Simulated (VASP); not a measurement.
The input files of a VASP run:

POSCAR:
```
CsPbCl3
1
    5.5187500120     0.0000000000    -0.0000000000
    0.0000000000     5.5187500120     0.0000000000
    0.0000000000     0.0000000000     5.5187500120
Cs Pb Cl
1 1 3
Direct
  0.0000000000   0.0000000000   0.0000000000
  0.5000000000   0.5000000000   0.5000000000
  0.5000000000   0.0000000000   0.5000000000
  0.0000000000   0.5000000000   0.5000000000
  0.5000000000   0.5000000000   0.0000000000
```

INCAR:
```
SYSTEM=CsPbCl3
PREC=Accurate; ENCUT=520; LREAL=.FALSE.
LASPH=.TRUE.
EDIFF=1E-6; NELM=100; ALGO=Normal
LMAXMIX=4
ISMEAR=0; SIGMA=0.05
IBRION=2; NSW=60; ISIF=3
EDIFFG=-0.02
LWAVE=.FALSE.; LCHARG=.FALSE.
```

### KPOINTS
```
K-points
0
G
 4 4 4
0 0 0
```

POTCAR, in this order: Cs_sv Pb_d Cl (LDA.64 set). Program: vasp_std.

Question: Write an equivalent input for Ansatz.

Answer: One equivalent input (not run):
Ansatz 0.2 input:
```yaml
crystal:
  lattice:
    - [5.5187500, 0.0000000, 0.0000000]
    - [0.0000000, 5.5187500, 0.0000000]
    - [0.0000000, 0.0000000, 5.5187500]
  atoms:
    - { symbol: Cs, position: [0.0000000, 0.0000000, 0.0000000] }
    - { symbol: Pb, position: [0.5000000, 0.5000000, 0.5000000] }
    - { symbol: Cl, position: [0.5000000, 0.0000000, 0.5000000] }
    - { symbol: Cl, position: [0.0000000, 0.5000000, 0.5000000] }
    - { symbol: Cl, position: [0.5000000, 0.5000000, 0.0000000] }
kpoints:
  mp_grid: { grid: [4, 4, 4] }
hamiltonian:
  xc: lda
  pseudopotentials: { kind: paw }
scf:
  occupations: { method: gaussian, width: 0.05 }
  max_iter: 100
relax:
  max_steps: 60
  f_tol: 0.02
  cell: {}
output: { forces: true, stress: true, eigenvalues: true }
```
What does not carry over: each code has its own PAW files, so the cut-off isn't converted (ENCUT is set for VASP's; basis.ecutwfc is left out, and Ansatz then takes the one that its files recommend); Ansatz stops its SCF on the density residual and VASP on the energy change (EDIFF); Ansatz's lda is the Perdew-Wang form, while the LDA potentials of VASP carry Perdew-Zunger's.

The compound is CsPbCl3 in the cubic perovskite structure, the ideal cubic form; the compound distorts at low or room temperature. This run relaxes it. Symmetry was kept, so distortions that lower it aren't found. The start is the result of an earlier pass.
